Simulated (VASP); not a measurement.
Data:

```
GdN
1.0
    0.00000     2.49000     2.49000
    2.49000     0.00000     2.49000
    2.49000     2.49000     0.00000
Gd N
1 1
Cartesian
  0.00000   0.00000   0.00000
  2.49000   2.49000   2.49000
```

Level of theory: PBE GGA, VASP's PBE PAW potentials (set 64) (plane waves; VASP 6.6.1). Settings: 520 eV cut-off, Gaussian smearing of 0.050 eV, potentials Gd_3 N.

The 4f electrons are frozen in the core of the lanthanide potential, so 4f levels, which can set the real gap, and their magnetism are missing.

**Question.** Give the energies of bands 5 to 10 at the high-symmetry points, in eV from the Fermi level.

**Answer.** 
```
band     Γ      X      U      L      W
----  ----  -----  -----  -----  -----
5     0.01  -1.08  -2.10  -4.05  -2.17
6     0.01  -0.24  -1.26  -2.30  -1.28
7     0.01  -0.24  -1.26  -2.30  -1.28
8     3.01  -0.01   2.29   5.54   3.86
9     3.01   7.09   6.21   6.44   3.86
10    3.01   7.11   7.25   6.44   7.35
```

It has no gap at this level: it comes out as a metal or semimetal.

The compound is GdN in the rock salt structure. The cell was not relaxed at this level.
